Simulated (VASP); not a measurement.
# TeP (Pmmn) in VASP: notebook, part 2 of 2

VASP 6.6.1. Earlier steps stand in the parts before.

## (4) Single point, B3LYP+MBD

POSCAR

```
TeP
3.3086
    0.999999688690      0.000000000000      0.000000000000
    0.000000000000      1.296988517802      0.000000000000
    0.000000000000      0.000000000000      2.204753645046
Te P
2 2
Direct
    0.0000000000      0.0000000000      0.7213000200
    0.5000000000      0.5000000000      0.2786999800
    0.0000000000      0.5000000000      0.9527000000
    0.5000000000      0.0000000000      0.0473000000
```

INCAR.step1

```
PREC = Accurate
ENCUT = 520
EDIFF = 1E-5
ISMEAR = -1
SIGMA = 0.02
LREAL = F
LASPH = T
NELM = 60
ALGO = Normal
ISIF = 2
LWAVE = T
NBANDS = 19
GGA = PE
```

INCAR.step2

```
PREC = Accurate
ENCUT = 520
EDIFF = 1E-5
ISMEAR = -1
SIGMA = 0.02
LREAL = F
LASPH = T
NELM = 60
ALGO = Normal
ISIF = 2
LWAVE = F
LCHARG = T
GGA = B3
LHFCALC = T
AEXX = 0.2
AGGAX = 0.72
AGGAC = 0.81
ALDAC = 0.19
PRECFOCK = Normal
IVDW = 202
LELF = T
LVHAR = T
NBANDS = 19
ISTART = 1
```

KPOINTS

```
regular mesh
0
Gamma
  5 4 3
```

Potentials or basis: VASP PAW PBE potentials, release 54 (Te, P).

Launch:

```bash
> cat potpaw_PBE.54/Te/POTCAR potpaw_PBE.54/P/POTCAR > POTCAR
> cp INCAR.step1 INCAR
> mpirun -np 1 vasp_std > vasp.out
> cp INCAR.step2 INCAR
> mpirun -np 1 vasp_std > vasp.out
```

OUTCAR:

```text
PREC = Accurate
   ENCUT = 520
   EDIFF = 1E-5
   ISMEAR = -1
   LREAL = F
   LASPH = T
   NELM = 60
   ISIF = 2
   GGA = B3
   LHFCALC = T
   AEXX = 0.2
   PRECFOCK = Normal
   IVDW = 202
   ISTART = 1
  IVDW = 202

 ion  position               nearest neighbor table
   1  0.000  0.000  0.721-   3 2.73   3 2.73   4 2.90   4 2.90
   2  0.500  0.500  0.279-   4 2.73   4 2.73   3 2.90   3 2.90
   3  0.000  0.500  0.953-   1 2.73   1 2.73   4 2.80   4 2.80   4 2.80   4 2.80   2 2.90   2 2.90

   4  0.500  0.000  0.047-   2 2.73   2 2.73   3 2.80   3 2.80   3 2.80   3 2.80   1 2.90   1 2.90

  LATTYP: Found a simple orthorhombic cell.
 ALAT       =     3.3085989700
 B/A-ratio  =     1.2969889216
 C/A-ratio  =     2.2047543314

  Lattice vectors:

 A1 = (   3.3085989700,   0.0000000000,   0.0000000000)
 A2 = (   0.0000000000,   4.2912162100,   0.0000000000)
 A3 = (   0.0000000000,   0.0000000000,   7.2946479100)

Analysis of symmetry for initial positions (statically):
=====================================================================
 Subroutine PRICEL returns:
 Original cell was already a primitive cell.

 Routine SETGRP: Setting up the symmetry group for a
 simple orthorhombic supercell.

 Subroutine GETGRP returns: Found  8 space group operations
 (whereof  4 operations were pure point group operations)
 out of a pool of  8 trial point group operations.

The static configuration has the point symmetry C_2v.
 The point group associated with its full space group is D_2h.

Analysis of symmetry for dynamics (positions and initial velocities):
=====================================================================
 Subroutine PRICEL returns:
 Original cell was already a primitive cell.

 Routine SETGRP: Setting up the symmetry group for a
 simple orthorhombic supercell.

 Subroutine GETGRP returns: Found  8 space group operations
 (whereof  4 operations were pure point group operations)
 out of a pool of  8 trial point group operations.

The dynamic configuration has the point symmetry C_2v.
 The point group associated with its full space group is D_2h.

 Subroutine INISYM returns: Found  8 space group operations
 (whereof  4 operations are pure point group operations),
 and found     1 'primitive' translations

----------------------------------------------------------------------------------------

                                     Primitive cell

  volume of cell :     103.5688

  direct lattice vectors                    reciprocal lattice vectors
     3.308598970  0.000000000  0.000000000     0.302242734  0.000000000  0.000000000
     0.000000000  4.291216210  0.000000000     0.000000000  0.233034168  0.000000000
     0.000000000  0.000000000  7.294647910     0.000000000  0.000000000  0.137086808

  length of vectors
     3.308598970  4.291216210  7.294647910     0.302242734  0.233034168  0.137086808

  position of ions in fractional coordinates (direct lattice)
     0.000000000  0.000000000  0.721300020
     0.500000000  0.500000000  0.278699980
     0.000000000  0.500000000  0.952700000
     0.500000000  0.000000000  0.047300000

  ion indices of the primitive-cell ions
   primitive index   ion index
                 1           1
                 2           2
[... 52 lines left out ...]
   dimension x,y,z NGX =    28 NGY =   32 NGZ =   54
   dimension x,y,z NGXF=    56 NGYF=   64 NGZF=  108
   ions per type =               2   2
   NGX,Y,Z   is equivalent  to a cutoff of  14.07, 12.40, 12.31 a.u.
   NGXF,Y,Z  is equivalent  to a cutoff of  28.14, 24.79, 24.61 a.u.
 SYSTEM =  unknown system
   PREC   = accura    normal or accurate (medium, high low for compatibility)
   ISTART =      1    job   : 0-new  1-cont  2-samecut
   ICHARG =      0    charge: 1-file 2-atom 10-const
   ISPIN  =      1    spin polarized calculation?
   LNONCOLLINEAR =      F non collinear calculations
   LSORBIT =      F    spin-orbit coupling
   LASPH  =      T    aspherical Exc in radial PAW
   ENCUT  =  520.0 eV  38.22 Ry    6.18 a.u.   6.15  7.98 13.56*2*pi/ulx,y,z
   NELM   =     60;   NELMIN=  2; NELMDL=  0     # of ELM steps
   EDIFF  = 0.1E-04   stopping-criterion for ELM
   LREAL  =      F    real-space projection
   EDIFFG = 0.1E-03   stopping-criterion for IOM
   NSW    =      0    number of steps for IOM
   IBRION =     -1    ionic relax: 0-MD 1-quasi-New 2-CG
   NFREE  =      0    steps in history (QN), initial steepest desc. (CG)
   ISIF   =      2    stress and relaxation
   ISYM   =      3    0-nonsym 1-usesym 2-fastsym
   POTIM  = 0.5000    time-step for ionic-motion
   TEBEG  =    0.0;   TEEND  =   0.0 temperature during run
   PSTRESS=    0.0 pullay stress
   NELECT =      22.0000    total number of electrons
   NUPDOWN=      -1.0000    fix difference up-down
   EMIN   =  10.00;   EMAX   =-10.00  energy-range for DOS
   EFERMI =   0.00;   METHOD = LEGACY
   ISMEAR =    -1;   SIGMA  =   0.02  broadening in eV -4-tet -1-fermi 0-gaus
   EFERMI_NEDOS =   21; number of points for ismear=-14 and -15
   IALGO  =     38    algorithm
   IMIX   =      1    mixing-type and parameters
     AMIX     =   0.40;   BMIX     =  1.00
     AMIX_MAG =   1.60;   BMIX_MAG =  1.00
  volume/ion in A,a.u.               =      25.89       174.73
  Fermi-wavevector in a.u.,A,eV,Ry     =   0.976801  1.845886 12.981866  0.954140
  Thomas-Fermi vector in A             =   2.107448
   LORBIT       =      0    0 simple, 1 ext, 2 COOP (PROOUT), +10 PAW based schemes
   GGA     = B3    functional components
   LHFCALC =     T    Hartree Fock is set to
   PRECFOCK=normal    Normal, Fast or Accurate (Low or Medium for compatibility)
   ENCUT4O =  -1.0   cutoff for four orbital integrals eV
   NKREDX  =     1    reduce k-point grid by
   NKREDY  =     1    reduce k-point grid by
   NKREDZ  =     1    reduce k-point grid by
   AEXX    =    0.2000 exact exchange contribution
   HFSCREEN=    0.0000 screening length (either q_TF or 0.3 A-1)
   HFSCREENC=   0.0000 screening length for correlation (either q_TF or 0.3 A-1)
   ENCUTFOCK=  -1.0 apply spherical cutoff to Coloumb kernel
   IVDW    =   202    specifies the selected vdW correction
   LEPSILON=     F    determine dielectric tensor
   LRPA    =     F    only Hartree local field effects (RPA)
 non-spin polarized calculation
  energy-cutoff  :      520.00
  volume of cell :      103.57
 maximum number of plane-waves:      2800
 NGX is ok and might be reduce to    28
  NGX = 20; NGY = 24; NGZ = 42

 number of electron      21.9999998 magnetization

 Free energy of the ion-electron system (eV)
  ---------------------------------------------------
  ext. energy  EPLUGINS =         0.00000000
  ---------------------------------------------------
  free energy    TOTEN  =       -15.42676887 eV

  energy without entropy =      -15.42472681  energy(sigma->0) =      -15.42574784

 E-fermi :   6.6343     XC(G=0):  -7.4825

 val. band max:        6.2226377148   @ k =   0.2000   0.2500   0.0000
 cond. band min:       6.6727518189   @ k =   0.2000   0.5000   0.3333
 fundamental gap:      0.4501141041
 Fermi energy:         6.6343159243

 k-point     1 :       0.0000    0.0000    0.0000
  band No.  band energies     occupation
      1     -10.0717      2.00000
      2      -7.4325      2.00000
      3      -4.9411      2.00000
      4      -2.6619      2.00000
      5      -0.3704      2.00000
      6       2.0732      2.00000
[... 373 lines left out ...]
      6      -0.0158      2.00000
[... 11 lines left out ...]
     18      12.2974      0.00000
     19      15.0245      0.00000

------------------------ aborting loop because EDIFF is reached ----------------------------------------

  Hirshfeld charges:
            ion         q(e)
   ------------------------------
      1     Te       0.03842177
      2     Te       0.03842206
      3     P       -0.03842211
      4     P       -0.03842171

  Tkatchenko/Scheffler method for vdW energy calculation

  Edisp (eV):   -2.09531

  FORCE on cell =-STRESS in cart. coord.  units (eV):
  Direction    XX          YY          ZZ          XY          YZ          ZX
  --------------------------------------------------------------------------------------
  -------------------------------------------------------------------------------------
  Total       0.31350    -3.03805     5.83211     0.00000     0.00000     0.00000
  in kB       4.84976   -46.99776    90.22093     0.00000     0.00000     0.00000
  external pressure =       16.02 kB  Pullay stress =        0.00 kB

 VOLUME and BASIS-vectors are now :
 -----------------------------------------------------------------------------
  energy-cutoff  :      520.00
  volume of cell :      103.57
      direct lattice vectors                 reciprocal lattice vectors
     3.308598970  0.000000000  0.000000000     0.302242734  0.000000000  0.000000000
     0.000000000  4.291216210  0.000000000     0.000000000  0.233034168  0.000000000
     0.000000000  0.000000000  7.294647910     0.000000000  0.000000000  0.137086808

 POSITION                                       TOTAL-FORCE (eV/Angst)
 -----------------------------------------------------------------------------------
      0.00000      0.00000      5.26163         0.000000      0.000000     -1.663995
      1.65430      2.14561      2.03302         0.000000      0.000000      1.663995
      0.00000      2.14561      6.94961         0.000000      0.000000     -1.024443
      1.65430      0.00000      0.34504         0.000000      0.000000      1.024443
 -----------------------------------------------------------------------------------
    total drift:                               -0.000000     -0.000000     -0.000026

  FREE ENERGIE OF THE ION-ELECTRON SYSTEM (eV)
  ---------------------------------------------------
  free  energy   TOTEN  =       -17.5220821995 eV

  energy  without entropy=      -17.5200401321  energy(sigma->0) =      -17.52106117
```

It took 13 min on 1 thread of Intel Xeon 6975P-C (Granite Rapids), shared host; peak memory 0.25 GiB.

Results:

```
Free energy                : -17.5221 eV
Pressure                   : 1.6 GPa
Largest force              : 1.664 eV/Å
Band gap on the k mesh     : none (metal or under the smearing width)
Hirshfeld charges          : Te +0.04; P -0.04 e
Dispersion energy per atom : -0.524 eV
```

Forces on the atoms (eV/Å):
```
Te   0.000  0.000 -1.664
Te   0.000  0.000  1.664
P    0.000  0.000 -1.024
P    0.000  0.000  1.024
```

Stress tensor (GPa, compression positive):
```
 0.48  0.00  0.00
 0.00 -4.70  0.00
 0.00  0.00  9.02
```

Caveat: the k mesh is coarse (spacing up to 0.38 Å⁻¹), so the values aren't converged, least of all with exact exchange; the PAW data sets were made with another functional, which shifts forces and pressure a little.

## (5) Summary

```tsv
task	level	potentials or basis	cell	k mesh	cutoff (eV)	smearing	grid for exact exchange (PRECFOCK)	exchange at q = 0	other keys	mesh quality	gap on the mesh (eV)	pressure (GPa)	largest force (eV/Å)
relaxation of cell and atoms	PBE	VASP PAW PBE potentials, release 64 (Te, P)	relaxed	8 × 6 × 4	600	gaussian 0.05 eV	-	-	-	not flagged	none	0.0	-
relaxation of the atoms	RPBE	VASP PAW PBE potentials, release 64 (Te, P)	atoms relaxed	8 × 6 × 4	520	gaussian 0.05 eV	-	-	-	not flagged	none	-2.3	0.01
single point	B3LYP+MBD	VASP PAW PBE potentials, release 54 (Te, P)	as given	5 × 4 × 3	520	fermi-dirac 0.02 eV	Normal	default	EDIFF = 1e-05	coarse	none	1.6	1.66
```

Alike in all rows: no spin polarisation.

Caveats: some runs use coarse meshes; this functional lacks dispersion, which binds the layers, so the pressure and a relaxed spacing across them are unreliable (some runs); the PAW data sets were made with another functional, which shifts forces and pressure a little (some runs).

Total energies depend on the potentials used, so only differences within one code and one set of settings carry meaning.
